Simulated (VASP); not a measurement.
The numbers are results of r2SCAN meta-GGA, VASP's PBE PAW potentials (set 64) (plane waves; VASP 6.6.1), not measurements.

The input files of a VASP run:

**INCAR**
```
SYSTEM = NiSi2
PREC = Accurate
ENCUT = 520
EDIFF = 1E-7
NELM = 100
ALGO = Normal
LREAL = .FALSE.
LASPH = .TRUE.
ISMEAR = 1
SIGMA = 0.1
METAGGA = R2SCAN
LMIXTAU = .TRUE.
LMAXMIX = 4
LWAVE = .FALSE.
LCHARG = .FALSE.
ISIF = 2
```

### POSCAR
```
NiSi2
1
    0.0000000000     2.6399270019     2.6399270019
    2.6399270019     0.0000000000     2.6399270019
    2.6399270019     2.6399270019     0.0000000000
Si Ni
2 1
Direct
  0.2500000000   0.2500000000   0.2500000000
  0.7500000000   0.7500000000   0.7500000000
  0.0000000000   0.0000000000   0.0000000000
```

KPOINTS:
```
K-points
0
gamma
 10 10 10
```

POTCAR, in this order: Si Ni (PBE.64 set). Program: vasp_std.

Q: What will the output report for the number of irreducible k-points (NKPTS), largest plane-wave count, number of space-group operations, FFT grid (NGX, NGY, NGZ)?

A: 
```yaml
number of irreducible k-points (NKPTS): 47
largest_plane_wave_count: 1002
number_of_space_group_operations: 48
FFT grid (NGX, NGY, NGZ): 28 × 28 × 28
```

The compound is NiSi2 in the fluorite structure. This cell is one point of a volume scan, at 0.94 of the reference volume. The run is not spin-polarised, so no magnetic state was tried.
